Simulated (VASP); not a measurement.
An input for Quantum ESPRESSO's pw.x (written as the equivalent of a VASP run, and not itself run):

```
&CONTROL
  calculation = 'scf'
  pseudo_dir = './pseudo'
  outdir = './out'
  tprnfor = .true.
  tstress = .true.
/
&SYSTEM
  ibrav = 0
  nat = 2
  ntyp = 2
  ecutwfc = 84
  occupations = 'smearing'
  smearing = 'gaussian'
  degauss = 0.003675
  input_dft = 'pbe'
/
&ELECTRONS
  conv_thr = 7.3e-08
  electron_maxstep = 100
/
ATOMIC_SPECIES
  Y 88.906 Y.upf
  N 14.007 N.upf
CELL_PARAMETERS angstrom
     3.1820860    0.0000000    0.0000000
    -1.5910430    2.7557670    0.0000000
     0.0000000    0.0000000    3.1055580
ATOMIC_POSITIONS crystal
  Y    0.0000000  0.0000000  0.0000000
  N    0.6666670  0.3333330  0.5000000
K_POINTS automatic
  9 9 8 0 0 0
```

Q: Translate this input to VASP (INCAR, KPOINTS, POSCAR, choice of POTCAR).

A: This is not unique; one that fits is 
**KPOINTS**
```
Automatic mesh
0
Gamma
9 9 8
0 0 0
```

**INCAR**
```
! general
SYSTEM  = YN
PREC    = Accurate
ENCUT   = 650
LREAL   = .FALSE.
LASPH   = .TRUE.

! electronic loop
EDIFF   = 1E-6
NELM    = 100
ALGO    = Normal
LMAXMIX = 4

! smearing
ISMEAR  = 0
SIGMA   = 0.05

! functional
GGA     = PE

! ions
ISIF    = 2

! output
LWAVE   = .FALSE.
LCHARG  = .FALSE.
```

**POSCAR**
```
YN
3.1820860
  1.0000000000   0.0000000000   0.0000000000
 -0.5000000000   0.8660253054   0.0000000000
  0.0000000000   0.0000000000   0.9759503671
Y N
1 1
Cart
  0.0000000000   0.0000000000   0.0000000000
  0.5000005000   0.2886748131   0.4879751836
```

POTCAR, in this order: Y_sv N (PBE.64 set). Program: vasp_std.

What does not carry over: the potentials are each code's own (VASP's PAW set, PseudoDojo norm-conserving files in pw.x), so ENCUT and ecutwfc are chosen apart and not converted; conv_thr bounds pw.x's estimated SCF error, while EDIFF bounds the energy change between steps.

The structure was generated: YN was put into the WC type (P-6m2), which need not be its known phase. The cell was not relaxed at this level. The run is one of a series of settings (ENCUT = 650 against the base run), some of them coarse on purpose.
